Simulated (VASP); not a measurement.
Given:

```yaml
crystal:
  lattice:
    - [0.00000, 2.79597, 2.79597]
    - [2.79597, 0.00000, 2.79597]
    - [2.79597, 2.79597, 0.00000]
  atoms:
    - { symbol: Zn, position: [0.00000, 0.00000, 0.00000] }
    - { symbol: Se, position: [0.25000, 0.25000, 0.25000] }
```

Method: MS2 meta-GGA, VASP's PBE PAW potentials (set 64) (plane waves; VASP). Numerical set-up: 520 eV cut-off, 8×8×8 Γ-centred mesh, Gaussian smearing of 0.050 eV, potentials Zn Se.

Question: Give the stress tensor in GPa (positive for a compressed cell).

Answer: 
```
2.08  0.00  0.00
0.00  2.08  0.00
0.00  0.00  2.08
```
The pressure is its mean diagonal, 2.08 GPa.

The compound is ZnSe in the zinc blende structure. This cell is one point of a volume scan, at 0.97 of the reference volume.
